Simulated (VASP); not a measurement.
Level of theory: PBEsol GGA, VASP's PBE PAW potentials (set 64) (plane waves; VASP).

The input files of a VASP run:

### POSCAR
```
FeP2
1
    4.9215593423     0.0000000000     0.0000000000
   -0.0000000000     5.5828602786     0.0000000000
    0.0000000000     0.0000000000     2.6839168056
Fe P
2 4
Direct
  0.5000000000   0.5000000000   0.5000000000
  0.0000000000   0.0000000000   0.0000000000
  0.3286079059   0.8667190760   0.5000000000
  0.6713920941   0.1332809240   0.5000000000
  0.8286079059   0.6332809240   0.0000000000
  0.1713920941   0.3667190760   0.0000000000
```

INCAR:
```
# general
SYSTEM  = FeP2
PREC    = Accurate
ENCUT   = 400
LREAL   = .FALSE.
LASPH   = .TRUE.

# electronic loop
EDIFF   = 1E-7
NELM    = 100
ALGO    = Normal
LMAXMIX = 4

# smearing
ISMEAR  = -5

# functional
GGA     = PS

# ions
ISIF    = 2

# output
LWAVE   = .FALSE.
LCHARG  = .TRUE.
LORBIT  = 11
NEDOS   = 601

# other
LEFG    = .TRUE.
```

**KPOINTS**
```
Automatic mesh
0
Gamma
5 5 9
0 0 0
```

POTCAR, in this order: Fe P (PBE.64 set). Program: vasp_std.

What VASP printed:

### OSZICAR
```
       N       E                     dE             d eps       ncg     rms          rms(c)
DAV:   1     0.232575533886E+03    0.23258E+03   -0.13398E+04  1980   0.138E+03
DAV:   2    -0.204380586990E+02   -0.25301E+03   -0.24662E+03  1980   0.350E+02
DAV:   3    -0.483715164565E+02   -0.27933E+02   -0.27500E+02  2872   0.114E+02
DAV:   4    -0.493019291829E+02   -0.93041E+00   -0.92781E+00  2798   0.237E+01
DAV:   5    -0.493275860104E+02   -0.25657E-01   -0.25648E-01  2758   0.352E+00    0.274E+01
DAV:   6    -0.601845418331E+02   -0.10857E+02   -0.15596E+02  2950   0.171E+02    0.370E+01
DAV:   7    -0.449038876647E+02    0.15281E+02   -0.84001E+01  2954   0.157E+02    0.934E+00
DAV:   8    -0.452031955654E+02   -0.29931E+00   -0.61367E+00  2124   0.154E+01    0.467E+00
DAV:   9    -0.450088548584E+02    0.19434E+00   -0.79709E-01  3122   0.128E+01    0.195E+00
DAV:  10    -0.449999737032E+02    0.88812E-02   -0.88225E-02  3180   0.266E+00    0.903E-01
DAV:  11    -0.449978621357E+02    0.21116E-02   -0.40275E-03  2462   0.492E-01    0.481E-01
DAV:  12    -0.449972500061E+02    0.61213E-03   -0.14556E-03  3170   0.284E-01    0.279E-01
DAV:  13    -0.449970486557E+02    0.20135E-03   -0.59455E-04  3162   0.256E-01    0.925E-02
DAV:  14    -0.449970391289E+02    0.95269E-05   -0.44594E-05  2436   0.498E-02    0.155E-02
DAV:  15    -0.449970401220E+02   -0.99312E-06   -0.19810E-06  2588   0.119E-02    0.113E-02
DAV:  16    -0.449970398083E+02    0.31368E-06   -0.79804E-07  2818   0.697E-03    0.300E-03
DAV:  17    -0.449970397545E+02    0.53833E-07   -0.90476E-08  1568   0.256E-03
   1 F= -.44997040E+02 E0= -.44997040E+02  d E =0.000000E+00
```

File OUTCAR:
```
------------------------ aborting loop because EDIFF is reached ----------------------------------------
  FORCE on cell =-STRESS in cart. coord.  units (eV):
  Direction    XX          YY          ZZ          XY          YZ          ZX
  --------------------------------------------------------------------------------------
  Total        0.0249397      0.0156389      0.0164208      0.0000000      0.0000000      0.0000000
  in kB        0.5418423      0.3397731      0.3567600      0.0000000      0.0000000      0.0000000
  external PRESSURE =       0.4127918 kB  Pullay stress =       0.0000000 kB
  volume of cell :       73.74
      direct lattice vectors                 reciprocal lattice vectors
     4.921559342  0.000000000  0.000000000     0.203187634  0.000000000  0.000000000
     0.000000000  5.582860279  0.000000000     0.000000000  0.179119654  0.000000000
     0.000000000  0.000000000  2.683916806     0.000000000  0.000000000  0.372589790
 POSITION                                       TOTAL-FORCE (eV/Angst)
 -----------------------------------------------------------------------------------
      2.46078      2.79143      1.34196         0.000000      0.000000      0.000000
      0.00000      0.00000      0.00000         0.000000      0.000000      0.000000
      1.61726      4.83877      1.34196         0.021394      0.012756      0.000000
      3.30430      0.74409      1.34196        -0.021394     -0.012756      0.000000
      4.07804      3.53552      0.00000         0.021394     -0.012756      0.000000
      0.84352      2.04734      0.00000        -0.021394      0.012756      0.000000
 -----------------------------------------------------------------------------------
    total drift:                                0.000000     -0.000000     -0.000000
  FREE ENERGIE OF THE ION-ELECTRON SYSTEM (eV)
  ---------------------------------------------------
  free  energy   TOTEN  =       -44.9970397545 eV

  energy  without entropy=      -44.9970397545  energy(sigma->0) =      -44.99703975

 total charge

# of ion       s       p       d       tot
------------------------------------------
    1        0.497   0.786   6.608   7.892
    2        0.497   0.786   6.608   7.892
    3        1.048   1.400   0.000   2.448
    4        1.048   1.400   0.000   2.448
    5        1.048   1.400   0.000   2.448
    6        1.048   1.400   0.000   2.448
--------------------------------------------------
tot          5.187   7.173  13.217  25.577

 Electric field gradients after diagonalization (V/A^2)
 (convention: |V_zz| > |V_xx| > |V_yy|)
----------------------------------------------------------------------
 ion       V_xx      V_yy      V_zz     asymmetry (V_yy - V_xx)/ V_zz
----------------------------------------------------------------------
   1    -104.587    -4.255   108.841       0.922
   2    -104.587    -4.255   108.841       0.922
   3      66.038    10.160   -76.199       0.733
   4      66.038    10.160   -76.199       0.733
   5      66.038    10.160   -76.199       0.733
   6      66.038    10.160   -76.199       0.733
```
(Selected blocks of OUTCAR.)

The structure comes from a computed database's FeP2 entry (Pnnm); how it stands against other phases isn't given here. It was relaxed first. The run is not spin-polarised, so no magnetic state was tried.
